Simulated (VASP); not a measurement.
Te3As:

```xyz
4
Lattice="-2.3769 2.3769 5.3095 2.3769 -2.3769 5.3095 2.3769 2.3769 -5.3095" Properties=species:S:1:pos:R:3 pbc="T T T"
Te    0.0000    0.0000    5.3095
Te    2.3769    0.0000    2.6548
Te    0.0000    2.3769    2.6548
As    0.0000    0.0000    0.0000
```

The cell was built by a generator and needn't be a form met in nature.

```yaml
Program: VASP 6.6.1
Task: relaxation of cell and atoms
Functional: PBE
Potentials_or_basis: VASP PAW PBE potentials, release 64 (Te, As)
Cutoff: 600 eV
k_mesh: 6 × 6 × 6
Occupations: gaussian, width 0.1 eV
Spin: no spin polarisation
```

At the start: pressure -5.9 GPa; volume 30.00 Å³/atom.

Question: How do energy, volume and symmetry change on relaxing?

Answer: Over 5 steps the energy falls by 86.3 meV/atom and the volume is 26.16 Å³/atom (-12.8 %); space group I4/mmm (No. 139, to 0.05 Å).

The path:
```csv
step,energy change (eV),largest force (eV/Å),pressure (GPa),volume (Å³)
1,0.0000,0.0000,-5.93,119.99
2,-0.3317,0.0000,1.67,101.72
3,-0.3445,0.0000,0.05,104.27
4,-0.3443,0.0000,-0.12,104.57
5,-0.3452,0.0000,-0.12,104.64
```

Final structure:
```xyz
4
Lattice="-2.2554 2.2554 5.1428 2.2554 -2.2554 5.1428 2.2554 2.2554 -5.1428" Properties=species:S:1:pos:R:3 pbc="T T T"
Te    0.0000    0.0000    5.1428
Te    2.2554    0.0000    2.5714
Te    0.0000    2.2554    2.5714
As    0.0000    0.0000    0.0000
```
